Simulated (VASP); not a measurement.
# MoAu6 (Pm-3m) in VASP: single point with PBE

Aim: the single point of MoAu6 with PBE.

Everything below comes from runs of VASP 6.6.1. Logs are shortened: lines on timing, memory, paths and dates and some standing lists are left out, and cuts for length are marked.

## Step 1: The cell of the first run

It takes space group Pm-3m (No. 221, cubic). Conventional cell: a = 6.451 Å, b = 6.451 Å, c = 6.451 Å, α = 90.00°, β = 90.00°, γ = 90.00°. Au (site symmetry 4mm) is surrounded by 5 Au at 2.55 to 2.76 Å.

The cell was built by a generator and needn't be a form met in nature.

## Step 2: Single point, PBE (species swapped into the LaB6 type (Pm-3m, No. 221))

File INCAR:

```
SYSTEM = MoAu6
PREC = Accurate
ENCUT = 520
EDIFF = 1E-6
ISMEAR = 0
SIGMA = 0.1
LREAL = .False.
LASPH = .True.
NELM = 100
ALGO = Fast
ISIF = 2
LWAVE = .False.
LCHARG = .True.
GGA = PE
LELF = .True.
LVHAR = .True.
NBANDS = 49
```

File KPOINTS:

```
Automatic mesh
0
Gamma
  6 6 6
  0 0 0
```

File POSCAR:

```
MoAu6
1.0
    6.4506523152      0.0000000000      0.0000000000
    0.0000000000      6.4506523152      0.0000000000
    0.0000000000      0.0000000000      6.4506523152
Mo Au
1 6
Direct
    0.0000000000      0.0000000000      0.0000000000
    0.8025394995      0.5000000000      0.5000000000
    0.1974605005      0.5000000000      0.5000000000
    0.5000000000      0.5000000000      0.8025394995
    0.5000000000      0.5000000000      0.1974605005
    0.5000000000      0.1974605005      0.5000000000
    0.5000000000      0.8025394995      0.5000000000
```

Potentials or basis: VASP PAW PBE potentials, release 64 (Mo_sv, Au).

On the command line:

```console
$ cat potpaw_PBE.64/Mo_sv/POTCAR potpaw_PBE.64/Au/POTCAR > POTCAR
$ mpirun -np 1 vasp_std > vasp.out
```

OUTCAR:

```text
SYSTEM = MoAu6
   PREC = Accurate
   ENCUT = 520
   EDIFF = 1E-6
   ISMEAR = 0
   LREAL = .False.
   LASPH = .True.
   NELM = 100
   ISIF = 2
   GGA = PE

 ion  position               nearest neighbor table
   1  0.000  0.000  0.000-
   2  0.803  0.500  0.500-   3 2.55   4 2.76   5 2.76   6 2.76   7 2.76
   3  0.197  0.500  0.500-   2 2.55   4 2.76   5 2.76   6 2.76   7 2.76
   4  0.500  0.500  0.803-   5 2.55   3 2.76   2 2.76   6 2.76   7 2.76
   5  0.500  0.500  0.197-   4 2.55   3 2.76   2 2.76   6 2.76   7 2.76
   6  0.500  0.197  0.500-   7 2.55   3 2.76   4 2.76   5 2.76   2 2.76
   7  0.500  0.803  0.500-   6 2.55   3 2.76   4 2.76   5 2.76   2 2.76

  LATTYP: Found a simple cubic cell.
 ALAT       =     6.4506523152

  Lattice vectors:

 A1 = (   6.4506523152,   0.0000000000,   0.0000000000)
 A2 = (   0.0000000000,   6.4506523152,   0.0000000000)
 A3 = (   0.0000000000,   0.0000000000,   6.4506523152)

Analysis of symmetry for initial positions (statically):
=====================================================================
 Subroutine PRICEL returns:
 Original cell was already a primitive cell.

 Routine SETGRP: Setting up the symmetry group for a
 simple cubic supercell.

 Subroutine GETGRP returns: Found 48 space group operations
 (whereof 48 operations were pure point group operations)
 out of a pool of 48 trial point group operations.

The static configuration has the point symmetry O_h .

Analysis of symmetry for dynamics (positions and initial velocities):
=====================================================================
 Subroutine PRICEL returns:
 Original cell was already a primitive cell.

 Routine SETGRP: Setting up the symmetry group for a
 simple cubic supercell.

 Subroutine GETGRP returns: Found 48 space group operations
 (whereof 48 operations were pure point group operations)
 out of a pool of 48 trial point group operations.

The dynamic configuration has the point symmetry O_h .

 Subroutine INISYM returns: Found 48 space group operations
 (whereof 48 operations are pure point group operations),
 and found     1 'primitive' translations

----------------------------------------------------------------------------------------

                                     Primitive cell

  volume of cell :     268.4175

  direct lattice vectors                    reciprocal lattice vectors
     6.450652315  0.000000000  0.000000000     0.155023082  0.000000000  0.000000000
     0.000000000  6.450652315  0.000000000     0.000000000  0.155023082  0.000000000
     0.000000000  0.000000000  6.450652315     0.000000000  0.000000000  0.155023082

  length of vectors
     6.450652315  6.450652315  6.450652315     0.155023082  0.155023082  0.155023082

  position of ions in fractional coordinates (direct lattice)
     0.000000000  0.000000000  0.000000000
     0.802539499  0.500000000  0.500000000
     0.197460501  0.500000000  0.500000000
     0.500000000  0.500000000  0.802539499
     0.500000000  0.500000000  0.197460501
     0.500000000  0.197460501  0.500000000
     0.500000000  0.802539499  0.500000000

  ion indices of the primitive-cell ions
   primitive index   ion index
                 1           1
                 2           2
                 3           3
                 4           4
                 5           5
                 6           6
                 7           7

----------------------------------------------------------------------------------------

 KPOINTS: Automatic mesh

Automatic generation of k-mesh.
 Grid dimensions read from file:
 generate k-points for:    6    6    6

 Generating k-lattice:

  Cartesian coordinates                     Fractional coordinates (reciprocal lattice)
     0.025837180  0.000000000  0.000000000     0.166666667  0.000000000  0.000000000
     0.000000000  0.025837180  0.000000000     0.000000000  0.166666667  0.000000000
     0.000000000  0.000000000  0.025837180     0.000000000  0.000000000  0.166666667

  Length of vectors
     0.025837180  0.025837180  0.025837180

  Shift w.r.t. Gamma in fractional coordinates (k-lattice)
     0.000000000  0.000000000  0.000000000

 Subroutine IBZKPT returns following result:
 ===========================================

 Found     20 irreducible k-points:

 Following reciprocal coordinates:
            Coordinates               Weight
  0.000000  0.000000  0.000000      1.000000
  0.166667  0.000000  0.000000      6.000000
  0.333333  0.000000  0.000000      6.000000
  0.500000  0.000000  0.000000      3.000000
  0.166667  0.166667  0.000000     12.000000
  0.333333  0.166667  0.000000     24.000000
[... 12 lines left out ...]
  0.500000  0.500000  0.333333      6.000000
  0.500000  0.500000  0.500000      1.000000
   k-points           NKPTS =     20   k-points in BZ     NKDIM =     20   number of bands    NBANDS=     49
   number of dos      NEDOS =    301   number of ions     NIONS =      7
   total plane-waves  NPLWV = 110592
   dimension x,y,z NGX =    48 NGY =   48 NGZ =   48
   dimension x,y,z NGXF=    96 NGYF=   96 NGZF=   96
   ions per type =               1   6
   NGX,Y,Z   is equivalent  to a cutoff of  12.37, 12.37, 12.37 a.u.
   NGXF,Y,Z  is equivalent  to a cutoff of  24.74, 24.74, 24.74 a.u.
 SYSTEM =  MoAu6
   PREC   = accura    normal or accurate (medium, high low for compatibility)
   ISTART =      0    job   : 0-new  1-cont  2-samecut
   ICHARG =      2    charge: 1-file 2-atom 10-const
   ISPIN  =      1    spin polarized calculation?
   LNONCOLLINEAR =      F non collinear calculations
   LSORBIT =      F    spin-orbit coupling
   LASPH  =      T    aspherical Exc in radial PAW
   ENCUT  =  520.0 eV  38.22 Ry    6.18 a.u.  11.99 11.99 11.99*2*pi/ulx,y,z
   NELM   =    100;   NELMIN=  2; NELMDL= -5     # of ELM steps
   EDIFF  = 0.1E-05   stopping-criterion for ELM
   LREAL  =      F    real-space projection
   EDIFFG = 0.1E-04   stopping-criterion for IOM
   NSW    =      0    number of steps for IOM
   IBRION =     -1    ionic relax: 0-MD 1-quasi-New 2-CG
   NFREE  =      0    steps in history (QN), initial steepest desc. (CG)
   ISIF   =      2    stress and relaxation
   ISYM   =      2    0-nonsym 1-usesym 2-fastsym
   POTIM  = 0.5000    time-step for ionic-motion
   TEBEG  =    0.0;   TEEND  =   0.0 temperature during run
   PSTRESS=    0.0 pullay stress
   NELECT =      80.0000    total number of electrons
   NUPDOWN=      -1.0000    fix difference up-down
   EMIN   =  10.00;   EMAX   =-10.00  energy-range for DOS
   EFERMI =   0.00;   METHOD = LEGACY
   ISMEAR =     0;   SIGMA  =   0.10  broadening in eV -4-tet -1-fermi 0-gaus
   EFERMI_NEDOS =   21; number of points for ismear=-14 and -15
   IALGO  =     68    algorithm
   IMIX   =      4    mixing-type and parameters
     AMIX     =   0.40;   BMIX     =  1.00
     AMIX_MAG =   1.60;   BMIX_MAG =  1.00
  volume/ion in A,a.u.               =      38.35       258.77
  Fermi-wavevector in a.u.,A,eV,Ry     =   1.093540  2.066490 16.270240  1.195829
  Thomas-Fermi vector in A             =   2.229827
   LORBIT       =      0    0 simple, 1 ext, 2 COOP (PROOUT), +10 PAW based schemes
   GGA     = PE    functional components
   LHFCALC =     F    Hartree Fock is set to
   AEXX    =    0.0000 exact exchange contribution
   IVDW    =     0    specifies the selected vdW correction
   LEPSILON=     F    determine dielectric tensor
   LRPA    =     F    only Hartree local field effects (RPA)
 non-spin polarized calculation
 RMM-DIIS sequential band-by-band and
 Gauss-broadening in eV      SIGMA  =   0.10
  energy-cutoff  :      520.00
  volume of cell :      268.42
 maximum number of plane-waves:      7262
 NGX is ok and might be reduce to    48
   NGX = 23   NGY = 23   NGZ = 23

 number of electron      80.0000011 magnetization

 Free energy of the ion-electron system (eV)
  ---------------------------------------------------
  ext. energy  EPLUGINS =         0.00000000
  ---------------------------------------------------
  free energy    TOTEN  =       -17.24480315 eV

  energy without entropy =      -17.02687888  energy(sigma->0) =      -17.13584101

 E-fermi :   1.5061     XC(G=0):  -7.9116

 val. band max:        1.5015822440   @ k =   0.5000   0.3333   0.3333
 cond. band min:       1.5072920173   @ k =   0.1667   0.1667   0.0000
 fundamental gap:      0.0057097733
 Fermi energy:         1.5060570492

 k-point     1 :       0.0000    0.0000    0.0000
  band No.  band energies     occupation
      1     -59.2962      2.00000
      2     -33.4286      2.00000
      3     -33.4286      2.00000
      4     -33.4286      2.00000
      5      -5.9178      2.00000
      6      -3.4061      2.00000
[... 41 lines left out ...]
     48       6.2403      0.00000
     49       6.2403      0.00000

 k-point     2 :       0.1667    0.0000    0.0000
  band No.  band energies     occupation
      1     -59.2962      2.00000
      2     -33.4286      2.00000
      3     -33.4286      2.00000
      4     -33.4286      2.00000
      5      -5.8377      2.00000
      6      -3.5711      2.00000
[... 41 lines left out ...]
     48       5.7316      0.00000
     49       5.7316      0.00000

 k-point     3 :       0.3333    0.0000    0.0000
  band No.  band energies     occupation
      1     -59.2962      2.00000
      2     -33.4286      2.00000
      3     -33.4286      2.00000
      4     -33.4286      2.00000
      5      -5.6455      2.00000
      6      -3.8973      2.00000
[... 873 lines left out ...]
     48       6.0598      0.00000
     49       7.2691      0.00000

 k-point    20 :       0.5000    0.5000    0.5000
  band No.  band energies     occupation
      1     -59.2962      2.00000
      2     -33.4286      2.00000
      3     -33.4286      2.00000
      4     -33.4286      2.00000
      5      -4.0798      2.00000
      6      -3.7923      2.00000
[... 41 lines left out ...]
     48       7.5236      0.00000
     49       7.5236      0.00000

------------------------ aborting loop because EDIFF is reached ----------------------------------------

  FORCE on cell =-STRESS in cart. coord.  units (eV):
  Direction    XX          YY          ZZ          XY          YZ          ZX
  --------------------------------------------------------------------------------------
  -------------------------------------------------------------------------------------
  Total       -0.1436867     -0.1436867     -0.1436867      0.0000000      0.0000000      0.0000000
  in kB       -0.8576623     -0.8576623     -0.8576623      0.0000000      0.0000000      0.0000000
  external PRESSURE =      -0.8576623 kB  Pullay stress =       0.0000000 kB

 VOLUME and BASIS-vectors are now :
 -----------------------------------------------------------------------------
  energy-cutoff  :      520.00
  volume of cell :      268.42
      direct lattice vectors                 reciprocal lattice vectors
     6.450652315  0.000000000  0.000000000     0.155023082  0.000000000  0.000000000
     0.000000000  6.450652315  0.000000000     0.000000000  0.155023082  0.000000000
     0.000000000  0.000000000  6.450652315     0.000000000  0.000000000  0.155023082

 POSITION                                       TOTAL-FORCE (eV/Angst)
 -----------------------------------------------------------------------------------
      0.00000      0.00000      0.00000         0.000000      0.000000      0.000000
      5.17690      3.22533      3.22533         0.000341      0.000000     -0.000000
      1.27375      3.22533      3.22533        -0.000341     -0.000000     -0.000000
      3.22533      3.22533      5.17690         0.000000      0.000000      0.000341
      3.22533      3.22533      1.27375        -0.000000      0.000000     -0.000341
      3.22533      1.27375      3.22533         0.000000     -0.000341     -0.000000
      3.22533      5.17690      3.22533         0.000000      0.000341      0.000000
 -----------------------------------------------------------------------------------
    total drift:                                0.000000     -0.000000     -0.000000

  FREE ENERGIE OF THE ION-ELECTRON SYSTEM (eV)
  ---------------------------------------------------
  free  energy   TOTEN  =       -17.2448031471 eV

  energy  without entropy=      -17.0268788750  energy(sigma->0) =      -17.13584101
```

Wall time 5.9 min (1 thread of Intel Xeon Platinum 8259CL at 2.50GHz (Skylake/Cascade Lake), shared host); peak memory 0.46 GiB.

What came out:

```
Free energy            : -17.2448 eV
Pressure               : -0.1 GPa
Band gap on the k mesh : none (metal or under the smearing width)
```
